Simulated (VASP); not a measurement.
```
CELL_PARAMETERS angstrom
      1.68477    -2.91810     0.00000
      1.68477     2.91810     0.00000
      0.00000     0.00000    13.43131
ATOMIC_POSITIONS crystal
  W  0.33333 0.66667 0.25000
  W  0.66667 0.33333 0.75000
  Se 0.33333 0.66667 0.87417
  Se 0.66667 0.33333 0.37417
  Se 0.66667 0.33333 0.12583
  Se 0.33333 0.66667 0.62583
```

All values below come from vdW-DF2, VASP's PBE PAW potentials (set 64) (plane waves; VASP). Numerical set-up: 520 eV cut-off, 7×7×2 Γ-centred mesh, Gaussian smearing of 0.050 eV, potentials W_sv Se.

### Question
The ions and cell shape at fixed volume are relaxed. Give the cell that the relaxation ends in.

### Answer

```
CELL_PARAMETERS angstrom
      1.70259    -2.94897     0.00000
      1.70259     2.94897     0.00000
      0.00000     0.00000    13.15164
ATOMIC_POSITIONS crystal
  W  0.33333 0.66667 0.25000
  W  0.66667 0.33333 0.75000
  Se 0.33333 0.66667 0.87972
  Se 0.66667 0.33333 0.37972
  Se 0.66667 0.33333 0.12028
  Se 0.33333 0.66667 0.62028
```
Space group P6_3/mmc (194), at a tolerance of 0.03 Å.

### Question
How much energy does the relaxation gain?

### Answer
The energy (σ→0) changes by -20.5 meV/atom, in 7 ionic steps.

The compound is WSe2 in the 2H layered structure. This cell is one point of a volume scan, at 0.94 of the reference volume. Symmetry was kept, so distortions that lower it aren't found.
